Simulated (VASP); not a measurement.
Input:

```
CELL_PARAMETERS angstrom
      4.25493     0.00000     0.00000
     -2.12746     3.68488     0.00000
      0.00000     0.00000     3.73972
ATOMIC_POSITIONS crystal
  In 0.00000 0.00000 0.00000
  Sb 0.66667 0.33333 0.50000
```

All values below come from r2SCAN meta-GGA, VASP's PBE PAW potentials (set 64) (plane waves; VASP 6.6.1). Run with 400 eV cut-off, 11×11×11 Γ-centred mesh, tetrahedra with Blöchl corrections, potentials In_d Sb.

Unless said otherwise, spin-orbit coupling is left out, though it shifts the bands of the heavy elements here.

Q: Predict the energy per atom (σ→0), band gap (over mesh and band path) with the smallest direct gap where there is one.

A: 
```yaml
band gap (over mesh and band path): none (metal, semimetal or under 0.01 eV)
energy per atom (σ→0): -24.093 eV/atom
```

Only differences to runs with the same potentials and settings are physical.

The structure was generated: InSb was put into the WC type (P-6m2), which need not be its known phase. It was relaxed first, which changed the volume by +10 %.
